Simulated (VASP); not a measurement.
Data:

```yaml
crystal:
  lattice:
    - [4.53806, 0.00000, 0.00000]
    - [0.00000, 5.50017, 0.00000]
    - [0.00000, 0.00000, 4.88967]
  atoms:
    - { symbol: Ti, position: [0.50000, 0.67371, 0.75000] }
    - { symbol: Ti, position: [0.50000, 0.32629, 0.25000] }
    - { symbol: Ti, position: [0.00000, 0.82629, 0.25000] }
    - { symbol: Ti, position: [0.00000, 0.17371, 0.75000] }
    - { symbol: O, position: [0.72846, 0.61841, 0.08145] }
    - { symbol: O, position: [0.27154, 0.38159, 0.91855] }
    - { symbol: O, position: [0.77154, 0.88159, 0.58145] }
    - { symbol: O, position: [0.22846, 0.11841, 0.41855] }
    - { symbol: O, position: [0.22846, 0.88159, 0.91855] }
    - { symbol: O, position: [0.77154, 0.11841, 0.08145] }
    - { symbol: O, position: [0.27154, 0.61841, 0.41855] }
    - { symbol: O, position: [0.72846, 0.38159, 0.58145] }
```

Method: PBEsol GGA, VASP's PBE PAW potentials (set 64) (plane waves; VASP). Run with 520 eV cut-off, 6×5×5 Γ-centred mesh, tetrahedra with Blöchl corrections, potentials Ti_sv O.

Problem. Predict the energy per atom (σ→0).

Solution. 
```yaml
energy per atom (σ→0): -9.357 eV/atom
```

Only differences to runs with the same potentials and settings are physical.

The structure comes from a computed database's TiO2 entry (Pbcn); how it stands against other phases isn't given here. It was relaxed first.
